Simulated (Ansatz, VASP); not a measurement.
**Two plane-wave programs on ZrGaH4**

```
Zr Ga H
1.0
     3.51064    0.00000    0.00000
     0.00000    3.51064    0.00000
     0.00000    0.00000    4.43238
Zr Ga H
1 1 4
Direct
  0.50000 0.50000 0.50000
  0.00000 0.00000 0.00000
  0.50000 0.00000 0.25573
  0.00000 0.50000 0.74427
  0.50000 0.00000 0.74427
  0.00000 0.50000 0.25573
```

Alike in both runs: functional PBE; k mesh 6 × 6 × 4; occupations gaussian, width 0.1 eV; no spin polarisation.

Ansatz relaxed the structure, and its values are those at the end. VASP's run is a single point on that final structure, the one shown.

```csv
,VASP,Ansatz
version,VASP 6.6.1,Ansatz 0.2.0
potentials or method,"VASP PAW PBE potentials, release 64 (Zr_sv, Ga_d, H)","scalar-relativistic, plane waves, PAW"
plane-wave cutoff (eV),520,420
valence electrons in the cell,29,29
```

|  | VASP | Ansatz | Ansatz less VASP |
| --- | --- | --- | --- |
| gap on the k mesh at the Fermi level (eV) | none | none | - |
| pressure (GPa) | 0.0 | 0.0 | +0.02 |
| rms of the force components (eV/Å) | 0.010 | 0.010 | -0.0008 |

A gap of «none» marks a metal or a gap that the smearing closes. The functional is the same, so the differences come from potentials, cutoffs and numerics.
